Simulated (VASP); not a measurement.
Here is a VASP 6.6.1 calculation.

Contents of INCAR:

```
SYSTEM = SrWCl3
PREC = Accurate ; ENCUT = 520
EDIFF = 1E-6 ; ISMEAR = 1
SIGMA = 0.0162 ; LREAL = .FALSE.
LASPH = .TRUE. ; NELM = 100
ALGO = Normal ; ISIF = 2
LWAVE = .FALSE. ; LCHARG = .FALSE.
GGA = PS ; NBANDS = 30
```

Contents of KPOINTS:

```
regular mesh
0
G
  5 5 5
  0 0 0
```

Contents of POSCAR:

```
SrWCl3
1.0
    4.9392273200      0.0000000000      0.0000000000
    0.0000000000      4.9392273200      0.0000000000
    0.0000000000      0.0000000000      4.9392273200
Sr W Cl
1 1 3
Direct
    0.0000000000      0.0000000000      0.0000000000
    0.5000000000      0.5000000000      0.5000000000
    0.5000000000      0.5000000000      0.0000000000
    0.0000000000      0.5000000000      0.5000000000
    0.5000000000      0.0000000000      0.5000000000
```

Potentials or basis: VASP PAW PBE potentials, release 64 (Sr_sv, W_sv, Cl).

Run with:

```console
$ cat potpaw_PBE.64/Sr_sv/POTCAR potpaw_PBE.64/W_sv/POTCAR potpaw_PBE.64/Cl/POTCAR > POTCAR
$ mpirun -np 1 vasp_std > vasp.out
```

**Question.** What does it give for the band gap on the k mesh?

**Answer.** None (metal or under the smearing width).

**Question.** What does it give for the pressure?

**Answer.** -4.8 GPa.

Caveat: the PAW data sets were made with another functional, which shifts forces and pressure a little; an odd number of electrons without spin polarisation forces a metal; a magnetic or distorted state may lie lower. The run has no spin-orbit coupling, so splittings on W are missing.
